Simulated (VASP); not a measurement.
An input for Quantum ESPRESSO's pw.x (written as the equivalent of a VASP run, and not itself run):

```
&CONTROL
  calculation = 'scf'
  pseudo_dir = './pseudo'
  outdir = './out'
  tprnfor = .true.
  tstress = .true.
/
&SYSTEM
  ibrav = 0
  nat = 6
  ntyp = 2
  ecutwfc = 84
  occupations = 'tetrahedra'
  input_dft = 'pbesol'
/
&ELECTRONS
  conv_thr = 7.3e-09
  electron_maxstep = 100
/
ATOMIC_SPECIES
  Ti 47.867 Ti.upf
  Ge 72.630 Ge.upf
CELL_PARAMETERS angstrom
     0.0000000    4.3622888    4.2471909
     2.4973656    0.0000000    4.2471909
     2.4973656    4.3622888    0.0000000
ATOMIC_POSITIONS crystal
  Ti   0.0000000  0.0000000  0.0000000
  Ti   0.2500000  0.2500000  0.2500000
  Ge   0.6686642  0.6686642  0.3313358
  Ge   0.3313358  0.3313358  0.6686642
  Ge   0.5813358  0.5813358  0.9186642
  Ge   0.9186642  0.9186642  0.5813358
K_POINTS automatic
  9 9 9 0 0 0
```

Q: Translate this input to VASP (INCAR, KPOINTS, POSCAR, choice of POTCAR).

A: Several could match; the one computed here: 
**KPOINTS**
```
Automatic mesh
0
gamma
 9 9 9
```

INCAR:
```
SYSTEM = TiGe2
PREC = Accurate
ENCUT = 400
EDIFF = 1E-7
NELM = 100
ALGO = Normal
LREAL = .FALSE.
LASPH = .TRUE.
ISMEAR = -5
GGA = PS
LMAXMIX = 4
LWAVE = .FALSE.
LCHARG = .TRUE.
LORBIT = 11
NEDOS = 601
ISIF = 2
LEFG = .TRUE.
```

POSCAR:
```
TiGe2
1
    0.0000000000     4.3622887618     4.2471909368
    2.4973656361     0.0000000000     4.2471909368
    2.4973656361     4.3622887618     0.0000000000
Ti Ge
2 4
Direct
  0.0000000000   0.0000000000   0.0000000000
  0.2500000000   0.2500000000   0.2500000000
  0.6686641996   0.6686641996   0.3313358004
  0.3313358004   0.3313358004   0.6686641996
  0.5813358004   0.5813358004   0.9186641996
  0.9186641996   0.9186641996   0.5813358004
```

POTCAR, in this order: Ti_sv Ge_d (PBE.64 set). Program: vasp_std.

What does not carry over: the potentials are each code's own (VASP's PAW set, PseudoDojo norm-conserving files in pw.x), so ENCUT and ecutwfc are chosen apart and not converted; conv_thr bounds pw.x's estimated SCF error, while EDIFF bounds the energy change between steps; the field gradients of LEFG aren't asked of the other code.

The structure comes from a measured TiGe2 entry (Fddd) of the Crystallography Open Database, whose conditions weren't checked. It was relaxed first.
